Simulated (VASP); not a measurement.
# CsHgS (P4/mmm) in VASP: notebook, part 3 of 3

VASP 6.6.1. Earlier steps stand in the parts before.

**5. Relaxation of cell and atoms, PBE (random cell by space group and Wyckoff sites (P4/mmm, No. 123))**

Contents of INCAR:

```
SYSTEM = CsHgS
PREC     = Accurate       ! precision mode
ENCUT    = 600            ! plane-wave cutoff, eV
EDIFF    = 1E-7           ! SCF threshold, eV
ISMEAR   = 0              ! smearing method
SIGMA    = 0.1            ! smearing width, eV
LREAL    = .FALSE.        ! projectors in reciprocal space
LASPH    = .TRUE.         ! aspherical terms in the spheres
NELM     = 80             ! most SCF steps
ALGO     = Normal         ! electronic algorithm
ISIF     = 3              ! what is computed and relaxed
LWAVE    = .FALSE.        ! write WAVECAR
LCHARG   = .FALSE.        ! write CHGCAR
GGA      = PE             ! functional
IBRION   = 2              ! ionic algorithm
NSW      = 90             ! ionic steps
EDIFFG   = -0.04          ! ionic threshold
```

Contents of KPOINTS:

```
Automatic mesh
0
G
  4 4 4
  0 0 0
```

Contents of POSCAR:

```
CsHgS
1.0
    4.2890126700      0.0000000000      0.0000000000
    0.0000000000      4.2890126700      0.0000000000
    0.0000000000      0.0000000000      5.7724542900
Cs Hg S
1 1 1
Direct
    0.0000000000      0.0000000000      0.5000000000
    0.5000000000      0.5000000000      0.5000000000
    0.5000000000      0.5000000000      0.0000000000
```

Potentials or basis: VASP PAW PBE potentials, release 64 (Cs_sv, Hg, S).

On the command line:

```sh
$ cat potpaw_PBE.64/Cs_sv/POTCAR potpaw_PBE.64/Hg/POTCAR potpaw_PBE.64/S/POTCAR > POTCAR
$ mpirun -np 1 vasp_std > vasp.out
```

OUTCAR:

```text
SYSTEM = CsHgS
   PREC = Accurate
   ENCUT = 600
   EDIFF = 1E-7
   ISMEAR = 0
   LREAL = .FALSE.
   LASPH = .TRUE.
   NELM = 80
   ISIF = 3
   GGA = PE
   IBRION = 2
   NSW = 90
   EDIFFG = -0.04

 ion  position               nearest neighbor table
   1  0.000  0.000  0.500-   2 3.03   2 3.03   2 3.03   2 3.03
   2  0.500  0.500  0.500-   3 2.89   3 2.89   1 3.03   1 3.03   1 3.03   1 3.03
   3  0.500  0.500  0.000-   2 2.89   2 2.89

  LATTYP: Found a simple tetragonal cell.
 ALAT       =     4.2890126700
 C/A-ratio  =     1.3458701883

  Lattice vectors:

 A1 = (   4.2890126700,   0.0000000000,   0.0000000000)
 A2 = (   0.0000000000,   4.2890126700,   0.0000000000)
 A3 = (   0.0000000000,   0.0000000000,   5.7724542900)

Analysis of symmetry for initial positions (statically):
=====================================================================
 Subroutine PRICEL returns:
 Original cell was already a primitive cell.

 Routine SETGRP: Setting up the symmetry group for a
 simple tetragonal supercell.

 Subroutine GETGRP returns: Found 16 space group operations
 (whereof 16 operations were pure point group operations)
 out of a pool of 16 trial point group operations.

The static configuration has the point symmetry D_4h.

Analysis of symmetry for dynamics (positions and initial velocities):
=====================================================================
 Subroutine PRICEL returns:
 Original cell was already a primitive cell.

 Routine SETGRP: Setting up the symmetry group for a
 simple tetragonal supercell.

 Subroutine GETGRP returns: Found 16 space group operations
 (whereof 16 operations were pure point group operations)
 out of a pool of 16 trial point group operations.

The dynamic configuration has the point symmetry D_4h.

 Subroutine INISYM returns: Found 16 space group operations
 (whereof 16 operations are pure point group operations),
 and found     1 'primitive' translations

----------------------------------------------------------------------------------------

                                     Primitive cell

  volume of cell :     106.1879

  direct lattice vectors                    reciprocal lattice vectors
     4.289012670  0.000000000  0.000000000     0.233153893  0.000000000  0.000000000
     0.000000000  4.289012670  0.000000000     0.000000000  0.233153893  0.000000000
     0.000000000  0.000000000  5.772454290     0.000000000  0.000000000  0.173236539

  length of vectors
     4.289012670  4.289012670  5.772454290     0.233153893  0.233153893  0.173236539

  position of ions in fractional coordinates (direct lattice)
     0.000000000  0.000000000  0.500000000
     0.500000000  0.500000000  0.500000000
     0.500000000  0.500000000  0.000000000

  ion indices of the primitive-cell ions
   primitive index   ion index
                 1           1
                 2           2
                 3           3

----------------------------------------------------------------------------------------

 KPOINTS: Automatic mesh

Automatic generation of k-mesh.
 Grid dimensions read from file:
 generate k-points for:    4    4    4

 Generating k-lattice:

  Cartesian coordinates                     Fractional coordinates (reciprocal lattice)
     0.058288473  0.000000000  0.000000000     0.250000000  0.000000000  0.000000000
     0.000000000  0.058288473  0.000000000     0.000000000  0.250000000  0.000000000
     0.000000000  0.000000000  0.043309135     0.000000000  0.000000000  0.250000000

  Length of vectors
     0.058288473  0.058288473  0.043309135

  Shift w.r.t. Gamma in fractional coordinates (k-lattice)
     0.000000000  0.000000000  0.000000000

 Subroutine IBZKPT returns following result:
 ===========================================

 Found     18 irreducible k-points:

 Following reciprocal coordinates:
            Coordinates               Weight
  0.000000  0.000000  0.000000      1.000000
  0.250000  0.000000  0.000000      4.000000
  0.500000  0.000000  0.000000      2.000000
  0.250000  0.250000  0.000000      4.000000
  0.500000  0.250000  0.000000      4.000000
  0.500000  0.500000  0.000000      1.000000
[... 10 lines left out ...]
  0.500000  0.250000  0.500000      4.000000
  0.500000  0.500000  0.500000      1.000000
   k-points           NKPTS =     18   k-points in BZ     NKDIM =     18   number of bands    NBANDS=     17
   number of dos      NEDOS =    301   number of ions     NIONS =      3
   total plane-waves  NPLWV =  62208
   dimension x,y,z NGX =    36 NGY =   36 NGZ =   48
   dimension x,y,z NGXF=    72 NGYF=   72 NGZF=   96
   ions per type =               1   1   1
   NGX,Y,Z   is equivalent  to a cutoff of  13.95, 13.95, 13.82 a.u.
   NGXF,Y,Z  is equivalent  to a cutoff of  27.91, 27.91, 27.65 a.u.
 SYSTEM =  CsHgS
   PREC   = accura    normal or accurate (medium, high low for compatibility)
   ISTART =      0    job   : 0-new  1-cont  2-samecut
   ICHARG =      2    charge: 1-file 2-atom 10-const
   ISPIN  =      1    spin polarized calculation?
   LNONCOLLINEAR =      F non collinear calculations
   LSORBIT =      F    spin-orbit coupling
   LASPH  =      T    aspherical Exc in radial PAW
   ENCUT  =  600.0 eV  44.10 Ry    6.64 a.u.   8.57  8.57 11.53*2*pi/ulx,y,z
   NELM   =     80;   NELMIN=  2; NELMDL= -5     # of ELM steps
   EDIFF  = 0.1E-06   stopping-criterion for ELM
   LREAL  =      F    real-space projection
   EDIFFG = -.4E-01   stopping-criterion for IOM
   NSW    =     90    number of steps for IOM
   IBRION =      2    ionic relax: 0-MD 1-quasi-New 2-CG
   NFREE  =      1    steps in history (QN), initial steepest desc. (CG)
   ISIF   =      3    stress and relaxation
   ISYM   =      2    0-nonsym 1-usesym 2-fastsym
   POTIM  = 0.5000    time-step for ionic-motion
   TEBEG  =    0.0;   TEEND  =   0.0 temperature during run
   PSTRESS=    0.0 pullay stress
   NELECT =      27.0000    total number of electrons
   NUPDOWN=      -1.0000    fix difference up-down
   EMIN   =  10.00;   EMAX   =-10.00  energy-range for DOS
   EFERMI =   0.00;   METHOD = LEGACY
   ISMEAR =     0;   SIGMA  =   0.10  broadening in eV -4-tet -1-fermi 0-gaus
   EFERMI_NEDOS =   21; number of points for ismear=-14 and -15
   IALGO  =     38    algorithm
   IMIX   =      4    mixing-type and parameters
     AMIX     =   0.40;   BMIX     =  1.00
     AMIX_MAG =   1.60;   BMIX_MAG =  1.00
  volume/ion in A,a.u.               =      35.40       238.86
  Fermi-wavevector in a.u.,A,eV,Ry     =   1.037141  1.959912 14.635256  1.075661
  Thomas-Fermi vector in A             =   2.171565
   LORBIT       =      0    0 simple, 1 ext, 2 COOP (PROOUT), +10 PAW based schemes
   GGA     = PE    functional components
   LHFCALC =     F    Hartree Fock is set to
   AEXX    =    0.0000 exact exchange contribution
   IVDW    =     0    specifies the selected vdW correction
   LEPSILON=     F    determine dielectric tensor
   LRPA    =     F    only Hartree local field effects (RPA)
 conjugate gradient relaxation of ions
 non-spin polarized calculation
 Gauss-broadening in eV      SIGMA  =   0.10
  energy-cutoff  :      600.00
  volume of cell :      106.19
 maximum number of plane-waves:      3559
 NGX is ok and might be reduce to    36
   NGX = 17   NGY = 17   NGZ = 23

--------------------------------------- Ionic step        1  -------------------------------------------

 number of electron      27.0000001 magnetization

 Free energy of the ion-electron system (eV)
  ---------------------------------------------------
  ext. energy  EPLUGINS =         0.00000000
  ---------------------------------------------------
  free energy    TOTEN  =        -4.20494190 eV

  energy without entropy =       -4.18404558  energy(sigma->0) =       -4.19449374

------------------------ aborting loop because EDIFF is reached ----------------------------------------

  FORCE on cell =-STRESS in cart. coord.  units (eV):
  Direction    XX          YY          ZZ          XY          YZ          ZX
  --------------------------------------------------------------------------------------
  -------------------------------------------------------------------------------------
  Total        8.0321976      8.0321976     -5.0043075      0.0000000     -0.0000000      0.0000000
  in kB      121.1908420    121.1908420    -75.5056432      0.0000000     -0.0000000      0.0000000
  external PRESSURE =      55.6253469 kB  Pullay stress =       0.0000000 kB
[... 281 lines left out ...]
  energy  without entropy=       -6.1499079312  energy(sigma->0) =       -6.15890664

--------------------------------------- Ionic step        9  -------------------------------------------

 number of electron      26.9999995 magnetization

 Free energy of the ion-electron system (eV)
  ---------------------------------------------------
  ext. energy  EPLUGINS =         0.00000000
  ---------------------------------------------------
  free energy    TOTEN  =        -6.16988584 eV

  energy without entropy =       -6.15187919  energy(sigma->0) =       -6.16088251

 E-fermi :   1.0924     XC(G=0):  -6.9410

 val. band max:        1.0905572344   @ k =   0.2500   0.2500   0.2500
 cond. band min:       1.1265643775   @ k =   0.5000   0.5000   0.2500
 fundamental gap:      0.0360071430
 Fermi energy:         1.0924302898

 k-point     1 :       0.0000    0.0000    0.0000
  band No.  band energies     occupation
      1     -22.1861      2.00000
      2     -11.4638      2.00000
      3      -8.9785      2.00000
      4      -8.9785      2.00000
      5      -8.9089      2.00000
      6      -6.2474      2.00000
[... 9 lines left out ...]
     16       3.3515      0.00000
     17       5.1802      0.00000
[... 368 lines left out ...]
  FREE ENERGIE OF THE ION-ELECTRON SYSTEM (eV)
  ---------------------------------------------------
  free  energy   TOTEN  =        -6.1698858353 eV

  energy  without entropy=       -6.1518791899  energy(sigma->0) =       -6.16088251

 reached required accuracy - stopping structural energy minimisation
```

Run time: 4.2 min. Hardware: 1 thread of Intel Xeon Platinum 8259CL at 2.50GHz (Skylake/Cascade Lake), shared host; peak memory 0.28 GiB.

What came out:

- Free energy: -6.1699 eV
- Relaxed volume: 48.15 Å³/atom
- Relaxed cell: a = 5.324 Å, b = 5.324 Å, c = 5.096 Å, α = 90.00°, β = 90.00°, γ = 90.00°
- Space group after relaxing (to 0.05 Å): P4/mmm (No. 123)
- Energy gained by relaxing: 655.0 meV/atom
- Ionic steps: 9
- Pressure after relaxing: 0.0 GPa
- Band gap on the k mesh: none (metal or under the smearing width)

The path:
| step | energy change (eV) | largest force (eV/Å) | pressure (GPa) | volume (Å³) |
| --- | --- | --- | --- | --- |
| 1 | 0.0000 | 0.0000 | 5.56 | 106.19 |
| 2 | -1.6734 | 0.0000 | 0.58 | 124.50 |
| 3 | -1.9256 | 0.0000 | 1.03 | 137.79 |
| 4 | -1.9419 | 0.0000 | 0.87 | 135.78 |
| 5 | -1.9429 | 0.0000 | 0.84 | 135.23 |
| 6 | -1.9581 | 0.0000 | 0.07 | 140.52 |
| 7 | -1.9584 | 0.0000 | 0.16 | 139.96 |
| 8 | -1.9630 | 0.0000 | 0.09 | 142.01 |
| 9 | -1.9649 | 0.0000 | 0.01 | 144.45 |

Final structure:
```
CELL_PARAMETERS angstrom
5.32413 0.00000 0.00000
0.00000 5.32413 0.00000
0.00000 0.00000 5.09594
ATOMIC_POSITIONS crystal
Cs 0.00000 0.00000 0.50000
Hg 0.50000 0.50000 0.50000
S 0.50000 0.50000 0.00000
```

Caveat: the k mesh is coarse (spacing up to 0.37 Å⁻¹), so the values aren't converged; the volume moved by over 15 % at a fixed basis, so the end points are rough. Spin-orbit coupling is left out, which matters for the levels of Cs, Hg.

**6. Overview**

| task | cell | k mesh | cutoff (eV) | mesh quality | gap on the mesh (eV) | pressure (GPa) |
| --- | --- | --- | --- | --- | --- | --- |
| single point | random cell by space group and Wyckoff sites (P4/mmm, No. 123) | 10 × 10 × 10 | 520 | not flagged | none | 0.1 |
| single point | random cell by space group and Wyckoff sites (P4/mmm, No. 123) | 4 × 4 × 4 | 520 | coarse | none | 5.5 |
| single point | random cell by space group and Wyckoff sites (P4/mmm, No. 123) | 4 × 4 × 4 | 520 | not flagged | none | 0.1 |
| relaxation of cell and atoms | relaxed from: random cell by space group and Wyckoff sites (P4/mmm, No. 123) | 4 × 4 × 4 | 600 | coarse | none | 0.0 |

Alike in all rows: level PBE; potentials or basis VASP PAW PBE potentials, release 64 (Cs_sv, Hg, S); no spin polarisation; smearing gaussian 0.1 eV.

Caveats: some runs use coarse meshes; the volume moved by over 15 % at a fixed basis, so the end points are rough (some runs).

Absolute energies hang on the potentials; compare differences alone.
